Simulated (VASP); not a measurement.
An input for Quantum ESPRESSO's pw.x (written as the equivalent of a VASP run, and not itself run):

```
&CONTROL
  calculation = 'scf'
  pseudo_dir = './pseudo'
  outdir = './out'
  tprnfor = .true.
  tstress = .true.
/
&SYSTEM
  ibrav = 0
  nat = 4
  ntyp = 2
  ecutwfc = 102
  occupations = 'smearing'
  smearing = 'gaussian'
  degauss = 0.003675
  input_dft = 'pbe'
/
&ELECTRONS
  conv_thr = 7.3e-10
  electron_maxstep = 100
/
ATOMIC_SPECIES
  Cd 112.414 Cd.upf
  S 32.060 S.upf
CELL_PARAMETERS angstrom
     2.1114000   -3.6570520    0.0000000
     2.1114000    3.6570520    0.0000000
     0.0000000    0.0000000    6.8544000
ATOMIC_POSITIONS crystal
  Cd   0.6666670  0.3333330  0.5000000
  Cd   0.3333330  0.6666670  0.0000000
  S    0.6666670  0.3333330  0.8770000
  S    0.3333330  0.6666670  0.3770000
K_POINTS automatic
  6 6 3 0 0 0
```

Question: Translate this input to VASP (INCAR, KPOINTS, POSCAR, choice of POTCAR).

Answer: This is not unique; one that fits is 
File KPOINTS:
```
Regular mesh
0
G
6 6 3
```

INCAR:
```
ALGO  =  Normal
EDIFF  =  1E-8
ENCUT  =  400
GGA  =  PE
ISIF  =  2
ISMEAR  =  0
LASPH  =  .True.
LCHARG  =  .False.
LMAXMIX  =  4
LREAL  =  .False.
LWAVE  =  .False.
NELM  =  100
PREC  =  Accurate
SIGMA  =  0.05
SYSTEM  =  CdS
```

POSCAR:
```
CdS
1
    2.1114000000    -3.6570520000     0.0000000000
    2.1114000000     3.6570520000     0.0000000000
    0.0000000000     0.0000000000     6.8544000000
Cd S
2 2
Direct
  0.6666670000   0.3333330000   0.5000000000
  0.3333330000   0.6666670000   0.0000000000
  0.6666670000   0.3333330000   0.8770000000
  0.3333330000   0.6666670000   0.3770000000
```

POTCAR, in this order: Cd S (PBE.64 set). Program: vasp_std.

The two are equivalent in intent, not identical: the potentials are each code's own (VASP's PAW set, PseudoDojo norm-conserving files in pw.x), so ENCUT and ecutwfc are chosen apart and not converted; conv_thr bounds pw.x's estimated SCF error, while EDIFF bounds the energy change between steps.

The compound is CdS in the wurtzite structure. The cell was not relaxed at this level. The run is one of a series of settings (EDIFF = 1E-8 against the base run), some of them coarse on purpose.
